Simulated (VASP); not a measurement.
OSZICAR of a VASP run on Bi2Se3 (relaxed from the layer:Bi2Te3 structure):

OSZICAR:
```
       N       E                     dE             d eps       ncg     rms          rms(c)
DAV:   1    -0.244749524808E+02   -0.24475E+02   -0.11278E+00   224   0.882E+00    0.241E+00
DAV:   2    -0.244937321769E+02   -0.18780E-01   -0.11075E-01   252   0.173E+00    0.155E+00
DAV:   3    -0.244899269973E+02    0.38052E-02   -0.11478E-02   292   0.588E-01    0.936E-01
DAV:   4    -0.244891748062E+02    0.75219E-03   -0.25631E-03   240   0.249E-01    0.543E-01
DAV:   5    -0.244889677670E+02    0.20704E-03   -0.77211E-04   296   0.156E-01    0.299E-01
DAV:   6    -0.244889222584E+02    0.45509E-04   -0.26838E-04   252   0.872E-02    0.157E-01
DAV:   7    -0.244889091177E+02    0.13141E-04   -0.31132E-05   220   0.354E-02    0.847E-02
DAV:   8    -0.244889146802E+02   -0.55625E-05   -0.19954E-05   212   0.233E-02    0.420E-02
DAV:   9    -0.244889289020E+02   -0.14222E-04   -0.69013E-06   244   0.130E-02    0.218E-02
DAV:  10    -0.244889426784E+02   -0.13776E-04   -0.14306E-06   164   0.680E-03    0.122E-02
DAV:  11    -0.244889542943E+02   -0.11616E-04   -0.12804E-06   164   0.563E-03    0.642E-03
DAV:  12    -0.244889641168E+02   -0.98225E-05   -0.72288E-07   160   0.381E-03    0.403E-03
DAV:  13    -0.244889721194E+02   -0.80026E-05   -0.42221E-07   148   0.287E-03    0.295E-03
DAV:  14    -0.244889785581E+02   -0.64388E-05   -0.36372E-07   144   0.227E-03    0.248E-03
DAV:  15    -0.244889840247E+02   -0.54666E-05   -0.28218E-07   148   0.182E-03    0.223E-03
DAV:  16    -0.244889885506E+02   -0.45259E-05   -0.22814E-07   140   0.151E-03    0.205E-03
DAV:  17    -0.244889921942E+02   -0.36437E-05   -0.17995E-07   128   0.130E-03    0.190E-03
DAV:  18    -0.244889951789E+02   -0.29847E-05   -0.16452E-07   132   0.114E-03    0.179E-03
DAV:  19    -0.244889978416E+02   -0.26626E-05   -0.12942E-07   120   0.103E-03    0.169E-03
DAV:  20    -0.244889998617E+02   -0.20201E-05   -0.11398E-07   116   0.929E-04    0.161E-03
DAV:  21    -0.244890015143E+02   -0.16526E-05   -0.91341E-08   124   0.863E-04    0.153E-03
DAV:  22    -0.244890030985E+02   -0.15842E-05   -0.84648E-08   116   0.822E-04    0.146E-03
DAV:  23    -0.244890043143E+02   -0.12158E-05   -0.72569E-08   112   0.764E-04    0.140E-03
DAV:  24    -0.244890052813E+02   -0.96699E-06   -0.62622E-08   116   0.713E-04
   1 F= -.24489005E+02 E0= -.24489005E+02  d E =-.186376E-13
       N       E                     dE             ncg
       N       E                     dE             ncg
```

Question: Which electronic solver shows in the log?

Answer: It is blocked Davidson (ALGO = Normal, or the opening steps of other solvers). The INCAR had ALGO = Normal.

Question: Can the final energy be trusted as converged?

Answer: The run converged. It stopped with EDIFF = 1E-6, NELM = 60 (HSE06 screened hybrid, plane waves, VASP's PBE PAW potentials (set 64)). The cell holds a wide vacuum, so values per volume refer to the whole cell.

The cell is a sheet with vacuum, built from a generated structure. The cell's shape comes from a PBE relaxation.
